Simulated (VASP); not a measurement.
Here is the system:

```
MoSi2
1.0
   -1.64206     1.63416     3.98429
    1.64206    -1.63416     3.98429
    1.64206     1.63416    -3.98429
Si Mo
2 1
Direct
  0.66500   0.66500   0.00000
  0.33500   0.33500   0.00000
  0.00000   0.00894   0.00894
```

Calculation: PBE GGA, VASP's PBE PAW potentials (set 64) (plane waves; VASP). Settings: 150 eV cut-off, 12×12×12 Γ-centred mesh, first-order Methfessel-Paxton smearing of 0.10 eV, potentials Si Mo_sv.

At this cut-off the stress carries a Pulay error, which pulls relaxed volumes low.

Q: Estimate the energy per atom (σ→0), pressure, largest force, band gap (on the k-mesh) with the smallest direct gap where there is one.

A: 
band gap (on the k-mesh): none (metal, semimetal or under 0.01 eV)
energy per atom (σ→0): -6.613 eV/atom
pressure: -200.04 GPa
largest force: 0.348 eV/Å

Only differences to runs with the same potentials and settings are physical.

The compound is MoSi2 in the MoSi2 type structure. The cell was not relaxed at this level. The run is one of a series of settings (ENCUT = 150 against the base run), some of them coarse on purpose.
